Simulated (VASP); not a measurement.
Given:

```xyz
2
Lattice="3.7484 0.0000 0.0000 0.0000 3.7484 0.0000 0.0000 0.0000 3.7484" Properties=species:S:1:pos:R:3 pbc="T T T"
Tl     1.8742     1.8742     1.8742
Hg     0.0000     0.0000     0.0000
```

Calculation: PBEsol GGA, VASP's PBE PAW potentials (set 64) (plane waves; VASP). Numerical set-up: 400 eV cut-off, Gaussian smearing of 0.050 eV, potentials Tl_d Hg.

Q: Give the energies of bands 7 to 15 at the high-symmetry points, in eV from the Fermi level.

A: 
```
band      Γ      X      M      R
----  -----  -----  -----  -----
7     -7.15  -7.20  -7.00  -7.34
8     -7.15  -7.14  -6.76  -7.34
9     -6.68  -6.98  -6.76  -6.49
10    -6.68  -6.98  -6.50  -6.49
11    -6.68  -6.73  -3.89  -3.95
12     0.47  -5.41  -2.74  -1.62
13     2.28   5.35  -2.33   1.60
14     2.28   5.54  -2.33   1.60
15     2.28   5.89   6.52   1.60
```

It has no gap at this level: it comes out as a metal or semimetal.

The structure comes from a computed database's TlHg entry (Pm-3m); how it stands against other phases isn't given here. It was relaxed first, which changed the volume by -7 %. The electron count is odd and the run is not spin-polarised, which forces a metal.
